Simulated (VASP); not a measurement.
VASP input:

### POSCAR
```
V
1
   -1.5150000000     1.5150000000     1.5150000000
    1.5150000000    -1.5150000000     1.5150000000
    1.5150000000     1.5150000000    -1.5150000000
V
1
Direct
  0.0000000000   0.0000000000   0.0000000000
```

KPOINTS:
```
Automatic mesh
0
Gamma
13 13 13
0 0 0
```

**INCAR**
```
SYSTEM = V
PREC = Accurate
ENCUT = 400
EDIFF = 1E-6
NELM = 100
ALGO = Normal
LREAL = .FALSE.
LASPH = .TRUE.
ISMEAR = 1
SIGMA = 0.1
GGA = PE
LMAXMIX = 4
LWAVE = .FALSE.
LCHARG = .FALSE.
ISIF = 2
ICHARG = 11
```

POTCAR, in this order: V_sv (PBE.64 set). Program: vasp_std.

Output

**standard output**
```
 POSCAR found type information on POSCAR V
 POSCAR found :  1 types and       1 ions
 Reading from existing POTCAR
 Reading from existing POTCAR
 LDA part: xc-table for (Slater+PW92), standard interpolation
 WARNING: stress and forces are not correct
 POSCAR, INCAR and KPOINTS ok, starting setup
 WAVECAR not read
 WARNING: CHGCAR is incomplete

 -----------------------------------------------------------------------------
|                                                                             |
|     EEEEEEE  RRRRRR   RRRRRR   OOOOOOO  RRRRRR      ###     ###     ###     |
|     E        R     R  R     R  O     O  R     R     ###     ###     ###     |
|     E        R     R  R     R  O     O  R     R     ###     ###     ###     |
|     EEEEE    RRRRRR   RRRRRR   O     O  RRRRRR       #       #       #      |
|     E        R   R    R   R    O     O  R   R                               |
|     E        R    R   R    R   O     O  R    R      ###     ###     ###     |
|     EEEEEEE  R     R  R     R  OOOOOOO  R     R     ###     ###     ###     |
|                                                                             |
|     ICHARG>10                                                               |
|                                                                             |
|       ---->  I REFUSE TO CONTINUE WITH THIS SICK JOB ... BYE!!! <----       |
|                                                                             |
 -----------------------------------------------------------------------------
```

### Question
Read the log: what went wrong, and how is it fixed?

### Answer
The cause: ICHARG = 11 asks for a fixed density, but there is no CHGCAR. VASP stops with an error: ERROR: charge density could not be read from file CHGCAR for ICHARG>10 ----> I REFUSE TO CONTINUE WITH THIS SICK JOB ... BYE!!! <---- To mend it, run self-consistently first and keep its CHGCAR, or remove ICHARG. The plain static run on this cell (PBE GGA, plane waves, VASP's PBE PAW potentials (set 64)) converges, and its OSZICAR ends with
```
   1 F= -.89819533E+01 E0= -.89819094E+01  d E =-.131742E-03
```

The compound is V in the bcc structure. The cell was not relaxed at this level. The run is not spin-polarised, so no magnetic state was tried.
